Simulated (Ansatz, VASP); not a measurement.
# Al2O3 (Corundum): VASP beside Ansatz

One calculation is typed for both programs; each brings its own data sets. How far apart do they land? The cell is taken from a series of runs on this material, whose earlier steps may have relaxed, scaled, displaced or heated it; both programs get it as it stands.

Program: Ansatz 0.2.0. Level of theory: plane waves, with VASP 6.6.1 beside it; zone-centre phonons at LDA. Results are calculated unless marked as measured.

## (1) Set-up

Symmetry: R-3c, No. 167, trigonal system. Conventional cell: a = 4.706 Å, b = 4.706 Å, c = 12.821 Å, α = 90.00°, β = 90.00°, γ = 120.00°. Al has 6 O at 1.83 to 1.94 Å nearest. Nearest to O lie 4 Al at 1.83 to 1.94 Å. Farther neighbours and most contacts between anions are not listed.

## (2) VASP: zone-centre phonons, LDA

Second derivatives magnify differences that forces hide, and they need a tight electronic threshold.

Lines of VASP's logs that name or quote its potential files are left out, and so is its time.

The input, INCAR:

```
SYSTEM = Al2O3
PREC = Accurate
ENCUT = 600
EDIFF = 1E-08
NELM = 120
ISMEAR = 0
SIGMA = 0.01
LREAL = .FALSE.
ALGO = Normal
GGA = PW92
NBANDS = 34
LORBIT = 11
LWAVE = .FALSE.
LCHARG = .FALSE.
ISIF = 2
IBRION = 8
LEPSILON = .TRUE.
LASPH = .TRUE.
GGA_COMPAT = .FALSE.
EFERMI = MIDGAP
KPAR = 2
```

The input, POSCAR:

```
Al2O3
1.0
    2.3528864484      1.3584396243      4.2735556548
   -2.3528864484      1.3584396243      4.2735556548
    0.0000000000     -2.7168792488      4.2735556547
Al O
4 6
Direct
    0.3519545119      0.3519545119      0.3519545119
    0.1480454881      0.1480454881      0.1480454881
    0.6480454881      0.6480454881      0.6480454881
    0.8519545119      0.8519545119      0.8519545119
    0.5559954038      0.9440045962      0.2500000000
    0.2500000000      0.5559954038      0.9440045962
    0.9440045962      0.2500000000      0.5559954038
    0.4440045962      0.0559954038      0.7500000000
    0.7500000000      0.4440045962      0.0559954038
    0.0559954038      0.7500000000      0.4440045962
```

The input, KPOINTS:

```
Automatic mesh
0
Gamma
6 6 6
0 0 0
```

The projector-augmented-wave data sets are Al and O (LDA family, release 64).

Started as:

```console
> mpirun -np 2 vasp_std
```

Numbers of over 12 decimals in the logs are rounded to 6 here.

The log of the run:

```text
[banner, memory and clock lines left out]
running    2 mpi-ranks, on    1 nodes
 distrk:  each k-point on    1 cores,    2 groups
 distr:  one band on    1 cores,    1 groups

 POSCAR found type information on POSCAR AlO
 POSCAR found :  2 types and      10 ions
|                                                                             |
|               ----> ADVICE to this user running VASP <----                  |
|                                                                             |
|     You enforced a specific xc type in the INCAR file but a different       |
|     [... a line on the potential file left out ...]
|     I HOPE YOU KNOW WHAT YOU ARE DOING!                                     |
|                                                                             |

 LDA part: xc-table for (Slater(with rela. corr.)+PW92), standard interpolation
 POSCAR, INCAR and KPOINTS ok, starting setup
 FFT: planning ... GRIDC
 FFT: planning ... GRID_SOFT
 FFT: planning ... GRID
 WAVECAR not read
 entering main loop
       N       E                     dE             d eps       ncg     rms          rms(c)
DAV:   1     0.242610232141E+03    0.24261E+03   -0.27900E+04  2176   0.152E+03
DAV:   2    -0.785508226446E+02   -0.32116E+03   -0.31045E+03  2814   0.309E+02
DAV:   3    -0.916630754888E+02   -0.13112E+02   -0.13073E+02  2816   0.635E+01
DAV:   4    -0.917592647848E+02   -0.96189E-01   -0.96131E-01  2688   0.627E+00
DAV:   5    -0.917601607416E+02   -0.89596E-03   -0.89577E-03  2756   0.606E-01    0.179E+01
DAV:   6    -0.833649601153E+02    0.83952E+01   -0.30121E+01  2644   0.294E+01    0.641E+00
DAV:   7    -0.832548419567E+02    0.11012E+00   -0.94158E-01  2654   0.476E+00    0.323E+00
DAV:   8    -0.831756718656E+02    0.79170E-01   -0.78840E-02  2716   0.211E+00    0.750E-01
DAV:   9    -0.831684266309E+02    0.72452E-02   -0.14521E-02  2798   0.635E-01    0.271E-01
DAV:  10    -0.831684745189E+02   -0.47888E-04   -0.48495E-04  2600   0.136E-01    0.639E-02
DAV:  11    -0.831684592579E+02    0.15261E-04   -0.11836E-04  2702   0.646E-02    0.264E-02
DAV:  12    -0.831684593522E+02   -0.94265E-07   -0.33822E-06  2686   0.127E-02    0.617E-03
DAV:  13    -0.831684590590E+02    0.29322E-06   -0.11339E-06  2684   0.630E-03    0.152E-03
DAV:  14    -0.831684590569E+02    0.21082E-08   -0.40786E-08  2398   0.123E-03
   1 F= -.83168459E+02 E0= -.83168459E+02  d E =0.000000E+00
 Linear response reoptimize wavefunctions to high precision
DAV:   1    -0.831684590571E+02   -0.21282E-09   -0.72443E-09  2036   0.427E-04
DAV:   2    -0.831684590571E+02   -0.50932E-10   -0.44284E-10  1448   0.129E-04
 Linear response G [H, r] |phi>, progress :
  Direction:   1
       N       E                     dE             d eps       ncg     rms
RMM:   1    -0.197663433438E+03   -0.19766E+03    0.12780E+02  5048   0.922E+01
RMM:   2    -0.171008437472E+03    0.26655E+02   -0.10799E+01  3757   0.185E+01
RMM:   3    -0.171052597747E+03   -0.44160E-01   -0.11052E-01  3935   0.182E+00
RMM:   4    -0.171054073234E+03   -0.14755E-02   -0.28446E-03  4095   0.234E-01
RMM:   5    -0.171054113131E+03   -0.39897E-04   -0.97832E-04  4145   0.392E-02
RMM:   6    -0.171054117360E+03   -0.42287E-05   -0.92522E-04  4219   0.160E-02
RMM:   7    -0.171054117506E+03   -0.14617E-06   -0.12059E-03  4245   0.136E-02
RMM:   8    -0.171054118054E+03   -0.54850E-06   -0.12051E-03  4174   0.133E-02
RMM:   9    -0.171054116807E+03    0.12475E-05   -0.11707E-03  3989   0.133E-02
RMM:  10    -0.171054116950E+03   -0.14286E-06   -0.11135E-03  3982   0.134E-02
 Linear response G [H, r] |phi>, progress :
  Direction:   2
       N       E                     dE             d eps       ncg     rms
RMM:   1    -0.199522275256E+03   -0.19952E+03    0.12227E+02  5011   0.925E+01
RMM:   2    -0.172955249407E+03    0.26567E+02   -0.10723E+01  3764   0.186E+01
RMM:   3    -0.173004197748E+03   -0.48948E-01   -0.10607E-01  3926   0.180E+00
RMM:   4    -0.173005596820E+03   -0.13991E-02   -0.20985E-03  4094   0.231E-01
RMM:   5    -0.173005620101E+03   -0.23282E-04   -0.15596E-04  4153   0.376E-02
RMM:   6    -0.173005621150E+03   -0.10483E-05   -0.12460E-04  4215   0.148E-02
RMM:   7    -0.173005622090E+03   -0.94083E-06   -0.16873E-04  4245   0.124E-02
RMM:   8    -0.173005622051E+03    0.39969E-07   -0.13316E-04  4183   0.122E-02
RMM:   9    -0.173005621983E+03    0.67811E-07   -0.16638E-04  3992   0.122E-02
RMM:  10    -0.173005622433E+03   -0.45004E-06   -0.11362E-04  3977   0.123E-02
 Linear response G [H, r] |phi>, progress :
  Direction:   3
       N       E                     dE             d eps       ncg     rms
RMM:   1    -0.197513776101E+03   -0.19751E+03    0.12327E+02  4893   0.924E+01
RMM:   2    -0.171970515270E+03    0.25543E+02   -0.10070E+01  3784   0.179E+01
RMM:   3    -0.172015642876E+03   -0.45128E-01   -0.98933E-02  3874   0.174E+00
[...]
RMM:   8    -0.532331865572E+00   -0.45565E-04   -0.31314E-07  8784   0.209E-03    0.360E-04
RMM:   9    -0.532327589851E+00    0.42757E-05   -0.26895E-07  8864   0.946E-04    0.116E-04
RMM:  10    -0.532328455869E+00   -0.86602E-06   -0.32790E-07  8243   0.658E-04    0.278E-05
RMM:  11    -0.532328547957E+00   -0.92088E-07   -0.14040E-08  7228   0.622E-04    0.562E-06
 change of polarisation eV/A/(eV/A) component  2 :    -0.015     1.002    -0.000
[...]
RMM:   1    -0.191004502155E-01   -0.19100E-01   -0.16731E-02  8086   0.101E+00
RMM:   2    -0.890966132557E-02    0.10191E-01   -0.21458E-03  4799   0.279E-01    0.821E-02
RMM:   3    -0.870196920256E-02    0.20769E-03   -0.11098E-04  5018   0.570E-02    0.476E-02
RMM:   4    -0.859931525900E-02    0.10265E-03   -0.12729E-04  4979   0.560E-02    0.840E-03
RMM:   5    -0.858855156452E-02    0.10764E-04    0.28766E-05  5009   0.980E-03    0.391E-03
RMM:   6    -0.858804315952E-02    0.50840E-06    0.34639E-06  5106   0.437E-03    0.158E-03
RMM:   7    -0.858592395135E-02    0.21192E-05    0.39904E-06  5139   0.146E-03    0.501E-04
RMM:   8    -0.858652869045E-02   -0.60474E-06    0.75155E-07  5184   0.619E-04    0.187E-04
RMM:   9    -0.858658647787E-02   -0.57787E-07    0.58500E-07  5169   0.221E-04    0.426E-05
RMM:  10    -0.858663780490E-02   -0.51327E-07    0.22698E-07  5207   0.106E-04    0.174E-05
RMM:  11    -0.858660207051E-02    0.35734E-07    0.41999E-07  5219   0.726E-05    0.289E-06
RMM:  12    -0.858661306004E-02   -0.10990E-07    0.35727E-07  5236   0.611E-05    0.146E-06
RMM:  13    -0.858661022040E-02    0.28396E-08    0.30505E-07  5192   0.597E-05    0.576E-07
RMM:  14    -0.858661308280E-02   -0.28624E-08    0.22966E-07  5061   0.587E-05    0.221E-07
RMM:  15    -0.858661080844E-02    0.22744E-08    0.19149E-07  5098   0.582E-05    0.854E-08
 first order change of Fermi-energy   0.17364E-01
 force on displaced ion       1 direction 3 :  -0.000   0.000 -20.306
 Born effective charge ion    1 direction 3 :   0.000  -0.000   2.902
 Linear response progress:
  Degree of freedom:   3/  5
       N       E                     dE             d eps       ncg     rms          rms(c)
RMM:   1    -0.369215744550E+00   -0.36922E+00    0.39032E-01  8761   0.303E+00
RMM:   2    -0.364401733152E+00    0.48140E-02   -0.66437E-03  8013   0.402E-01    0.181E-01
RMM:   3    -0.365358635488E+00   -0.95690E-03   -0.13166E-03  7461   0.168E-01    0.893E-02
RMM:   4    -0.367244898007E+00   -0.18863E-02   -0.11722E-03  7865   0.148E-01    0.187E-02
RMM:   5    -0.367250362209E+00   -0.54642E-05   -0.41012E-05  8648   0.292E-02    0.656E-03
RMM:   6    -0.367297632506E+00   -0.47270E-04   -0.89062E-07  8860   0.520E-03    0.130E-03
RMM:   7    -0.367299601574E+00   -0.19691E-05   -0.15045E-07  8841   0.107E-03    0.641E-04
RMM:   8    -0.367301833575E+00   -0.22320E-05   -0.91125E-08  8867   0.620E-04    0.167E-04
RMM:   9    -0.367300699906E+00    0.11337E-05   -0.23076E-08  8840   0.380E-04    0.808E-05
RMM:  10    -0.367301156691E+00   -0.45679E-06   -0.39924E-07  8908   0.344E-04    0.272E-05
RMM:  11    -0.367300976570E+00    0.18012E-06    0.30685E-08  8958   0.340E-04    0.503E-06
RMM:  12    -0.367301015407E+00   -0.38837E-07   -0.26465E-07  9050   0.332E-04    0.258E-06
RMM:  13    -0.367300998223E+00    0.17184E-07    0.27303E-08  9121   0.331E-04    0.673E-07
RMM:  14    -0.367301006532E+00   -0.83099E-08   -0.10895E-07  9148   0.328E-04    0.645E-07
RMM:  15    -0.367301003657E+00    0.28758E-08   -0.14482E-08  9244   0.326E-04    0.128E-07
 first order change of Fermi-energy   0.40266E+00
 force on displaced ion       5 direction 1 : -19.572  -0.000   0.000
 Born effective charge ion    5 direction 1 :  -2.053   0.000   0.000
 Linear response progress:
  Degree of freedom:   4/  5
       N       E                     dE             d eps       ncg     rms          rms(c)
RMM:   1    -0.369045254051E+00   -0.36905E+00    0.36330E-01 14681   0.300E+00
RMM:   2    -0.364390396195E+00    0.46549E-02   -0.59912E-03 13025   0.385E-01    0.176E-01
RMM:   3    -0.365374381381E+00   -0.98399E-03   -0.12091E-03 12149   0.161E-01    0.874E-02
RMM:   4    -0.367253647592E+00   -0.18793E-02   -0.11231E-03 12776   0.146E-01    0.175E-02
RMM:   5    -0.367213484325E+00    0.40163E-04   -0.40887E-05 14246   0.303E-02    0.449E-03
RMM:   6    -0.367278033013E+00   -0.64549E-04   -0.11589E-06 14580   0.493E-03    0.153E-03
RMM:   7    -0.367266408619E+00    0.11624E-04   -0.94194E-08 14562   0.177E-03    0.743E-04
RMM:   8    -0.367274428783E+00   -0.80202E-05   -0.25149E-07 14617   0.914E-04    0.169E-04
RMM:   9    -0.367274291042E+00    0.13774E-06   -0.18060E-07 14631   0.401E-04    0.801E-05
RMM:  10    -0.367274312675E+00   -0.21633E-07   -0.43052E-07 14659   0.380E-04    0.117E-05
RMM:  11    -0.367274311413E+00    0.12619E-08   -0.45253E-07 14812   0.371E-04    0.599E-06
RMM:  12    -0.367274344666E+00   -0.33253E-07   -0.29688E-07 14877   0.369E-04    0.146E-06
RMM:  13    -0.367274343232E+00    0.14341E-08   -0.62393E-08 15082   0.369E-04    0.580E-07
 first order change of Fermi-energy  -0.11059E-04
 force on displaced ion       5 direction 2 :  -0.001 -20.049   6.647
 Born effective charge ion    5 direction 2 :   0.000  -1.858   0.331
 Linear response progress:
  Degree of freedom:   5/  5
       N       E                     dE             d eps       ncg     rms          rms(c)
RMM:   1    -0.369553532596E+00   -0.36955E+00    0.36495E-01 14517   0.299E+00
RMM:   2    -0.365188276098E+00    0.43653E-02   -0.60649E-03 13338   0.386E-01    0.173E-01
RMM:   3    -0.366214166227E+00   -0.10259E-02   -0.12002E-03 12075   0.160E-01    0.860E-02
RMM:   4    -0.368089760057E+00   -0.18756E-02   -0.11051E-03 12897   0.142E-01    0.185E-02
RMM:   5    -0.368062133840E+00    0.27626E-04   -0.54410E-05 13883   0.340E-02    0.502E-03
RMM:   6    -0.368158434431E+00   -0.96301E-04   -0.55221E-06 14485   0.902E-03    0.162E-03
RMM:   7    -0.368159422281E+00   -0.98785E-06   -0.15378E-07 14463   0.161E-03    0.508E-04
RMM:   8    -0.368162029644E+00   -0.26074E-05   -0.50838E-08 14587   0.556E-04    0.199E-04
RMM:   9    -0.368161977676E+00    0.51969E-07    0.10166E-07 14614   0.400E-04    0.387E-05
RMM:  10    -0.368161908779E+00    0.68897E-07    0.11320E-06 14666   0.372E-04    0.144E-05
RMM:  11    -0.368161881556E+00    0.27223E-07    0.44055E-07 14769   0.366E-04    0.261E-06
RMM:  12    -0.368161908675E+00   -0.27119E-07    0.28373E-07 14829   0.364E-04    0.938E-07
RMM:  13    -0.368161913460E+00   -0.47846E-08   -0.22446E-07 15013   0.363E-04    0.512E-07
RMM:  14    -0.368161913123E+00    0.33676E-09   -0.61480E-08 15022   0.361E-04    0.252E-07
 first order change of Fermi-energy   0.27698E-04
 force on displaced ion       5 direction 3 :   0.000   6.645 -16.976
 Born effective charge ion    5 direction 3 :  -0.000   0.241  -1.935
 Born effective charges drift removed
 Linear response finished
```

(Part 1 of 3 ends here.)

[Lines on the potential files, build, host, timing and source positions are cut from VASP's logs without a mark.]

[Logs are printed without paths, hosts, clocks, repeated set-up lines and the standing remarks that a program may print on its own settings, such as how far it seeks lower states.]

[Hosts, paths, dates, database ids (printed as entryN), source tags and the programs' standing remarks are cut or masked in the printed files.]
